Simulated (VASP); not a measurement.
AgBr (rock salt):

```xyz
2
Lattice="0.0000 2.8850 2.8850 2.8850 0.0000 2.8850 2.8850 2.8850 0.0000" Properties=species:S:1:pos:R:3 pbc="T T T"
Ag     0.0000     0.0000     0.0000
Br     2.8850     2.8850     2.8850
```

The highest filled band near L, direction across the valley's axis, from PBE with spin-orbit coupling in VASP (PAW); its two spin partners are averaged. The gap over the points computed is 0.59 eV, and the next band on that side lies 0.14 eV away at the edge.

Settings: 400 eV cut-off, 9×9×9 Γ-centred mesh, Gaussian smearing of 0.050 eV, potentials Ag Br.

```json
[
 {"distance from the edge in k (1/Å)": "0.025", "distance in energy (meV)": "5.6"},
 {"distance from the edge in k (1/Å)": "0.035", "distance in energy (meV)": "10.8"},
 {"distance from the edge in k (1/Å)": "0.050", "distance in energy (meV)": "21.5"},
 {"distance from the edge in k (1/Å)": "0.070", "distance in energy (meV)": "40.4"}
]
```

### Question
Fit E(1 + αE) = ħ²k²/2m* (ħ²/2m0 = 3.810 eV Å²) and predict the row at 0.095 1/Å.

### Answer
Least squares on the energies gives the hole mass m* = 0.421 m0 and α = 2.42 per eV, and so 69.9 meV. The run gave 69.3 meV, -0.6 meV from the fit.

Left out are points under 3 meV from the edge, since the levels carry 0.1 meV, and points farther than half the way to the next band.

The compound is AgBr in the rock salt structure. The cell was not relaxed at this level.
